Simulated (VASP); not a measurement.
**LiBe12: single point with r2SCAN**

The system is LiBe12, a slab with vacuum.

```
Be Li
1.0
     4.58000    0.00000    0.00000
     2.29000    3.96640    0.00000
     0.00000    0.00000   16.58843
Be Li
12 1
Direct
  0.00000 0.00000 0.06028
  0.50000 0.00000 0.06028
  0.00000 0.50000 0.06028
  0.50000 0.50000 0.06028
  0.82873 0.33159 0.15823
  0.37035 0.33859 0.18775
  0.83978 0.84969 0.16471
  0.34197 0.85231 0.16457
  0.01762 0.05388 0.27276
  0.55314 0.98442 0.27734
  0.07936 0.51359 0.28099
  0.49436 0.55438 0.28229
  0.11155 0.65886 0.39851
```

The cell was built by a generator and needn't be a form met in nature.

```yaml
Program: VASP 6.6.1
Task: single point
Functional: r2SCAN
Potentials_or_basis: VASP PAW PBE potentials, release 64 (Be, Li_sv)
Cutoff: 520 eV
k_mesh: 4 × 4 × 1
Occupations: fermi-dirac, width 0.05 eV
Spin: no spin polarisation
Dipole_correction: no
Further_INCAR_settings: ALGO = Normal; EDIFF = 1e-06; NBANDS = 26
```

- Largest force: 2.863 eV/Å
- Band gap on the k mesh: none (metal or under the smearing width)

Forces in eV/Å, atoms in the order of the input:
```
Be   0.256 -0.180 -0.615
Be   0.282  0.448 -0.116
Be   0.507  0.010 -0.139
Be  -0.380  0.041 -0.086
Be   0.813  0.620  1.427
Be  -0.351 -0.168 -2.836
Be   0.251 -0.529  0.604
Be  -0.103 -0.312  0.713
Be  -0.151 -0.740  0.199
Be   0.068  0.596  0.864
Be  -2.498  0.565 -0.695
Be   1.255 -0.750 -0.071
Li   0.049  0.399  0.752
```

Levels at points of the mesh, in eV from the Fermi level:
```
           k point  band 10  band 11  band 12  band 13  band 14  band 15  band 16  band 17  band 18  band 19
(0.00, 0.00, 0.00)    -2.09    -2.00    -1.68    -1.54    -1.40     0.68     2.31     2.67     2.77     3.46
(0.50, 0.00, 0.00)    -2.32    -2.19    -0.20     0.14     0.65     0.67     2.82     3.02     3.36     3.86
(0.50, 0.50, 0.00)    -2.37    -2.01    -0.10     0.03     0.53     0.81     2.76     2.98     3.22     3.55
(0.00, 0.50, 0.00)    -2.42    -2.03    -0.06    -0.02     0.44     0.81     2.73     3.00     3.60     3.77
```

Run time: 4.5 min on 1 thread of Intel(R) Xeon(R) 6975P-C (Granite Rapids), on a shared host, peak memory 0.45 GiB.

Caveat: the k mesh is coarse (spacing up to 0.40 Å⁻¹), so the values aren't converged; the PAW data sets were made with another functional, which shifts forces and pressure a little.
